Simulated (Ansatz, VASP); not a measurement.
Be2BiSb3: VASP beside Ansatz

```
Be Sb Bi
1.0
     3.93163    0.00000    0.00000
    -1.96582    3.40489    0.00000
     0.00000    0.00000   10.12190
Be Sb Bi
2 3 1
Cartesian
  0.0000 2.2699 6.5967
  1.9658 1.1350 3.5252
  0.0000 0.0000 5.0609
  0.0000 2.2699 2.2881
  1.9658 1.1350 7.8338
  0.0000 0.0000 0.0000
```

Alike in both runs: functional PBE; k mesh 6 × 6 × 2; occupations gaussian, width 0.1 eV; no spin polarisation.

Ansatz relaxed the structure, and its values are those at the end. VASP's run is a single point on that final structure, the one shown.

|  | VASP | Ansatz |
| --- | --- | --- |
| version | VASP 6.6.1 | Ansatz 0.2.0 |
| potentials or method | VASP PAW PBE potentials, release 64 (Be, Sb, Bi_d) | scalar-relativistic, plane waves, PAW |
| plane-wave cutoff (eV) | 520 | 420 |
| valence electrons in the cell | 34 | 64 |

```tsv
	VASP	Ansatz	Ansatz less VASP
gap on the k mesh at the Fermi level (eV)	none	none	-
pressure (GPa)	-0.2	-0.3	-0.03
rms of the force components (eV/Å)	0.004	0.008	+0.0039
```

A gap of «none» marks a metal or a gap that the smearing closes. The functional is the same, so the differences come from potentials, cutoffs and numerics. The two sets of potentials don't hold the same shells in valence.

Caveats: spin-orbit coupling is left out, which moves the levels of the heavy elements.
